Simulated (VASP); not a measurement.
Input:

```xyz
5
Lattice="3.9042 0.0000 0.0000 0.0000 3.9042 0.0000 0.0000 0.0000 3.9042" Properties=species:S:1:pos:R:3 pbc="T T T"
K      0.0000     0.0000     0.0000
Ta     1.9521     1.9521     1.9521
O      1.9521     0.0000     1.9521
O      0.0000     1.9521     1.9521
O      1.9521     1.9521     0.0000
```

All values below come from LDA (Ceperley-Alder, Perdew-Zunger), VASP's LDA PAW potentials (set 64) (plane waves; VASP). Numerical set-up: 620 eV cut-off, 6×6×6 Γ-centred mesh, Gaussian smearing of 0.050 eV, potentials K_sv Ta_pv O.

Energy and stress use the plane-wave basis of the starting cell.

Problem. The ions, cell shape and volume at an external pressure of 20.0 GPa are relaxed. Give the cell that the relaxation ends in.

Solution. 
```xyz
5
Lattice="3.8593 0.0000 0.0000 0.0000 3.8593 0.0000 0.0000 0.0000 3.8593" Properties=species:S:1:pos:R:3 pbc="T T T"
K      0.0000     0.0000     0.0000
Ta     1.9296     1.9296     1.9296
O      1.9296     0.0000     1.9296
O      0.0000     1.9296     1.9296
O      1.9296     1.9296     0.0000
```
Space group Pm-3m (221), at a tolerance of 0.03 Å.

Problem. How do energy and volume change from the first to the last step?

Solution. The energy (σ→0) changes by +37.3 meV/atom and the volume by -3.4 %, in 3 ionic steps.

The compound is KTaO3 in the cubic perovskite structure. This run relaxes it under an external pressure of 20 GPa. Symmetry was kept, so distortions that lower it aren't found.
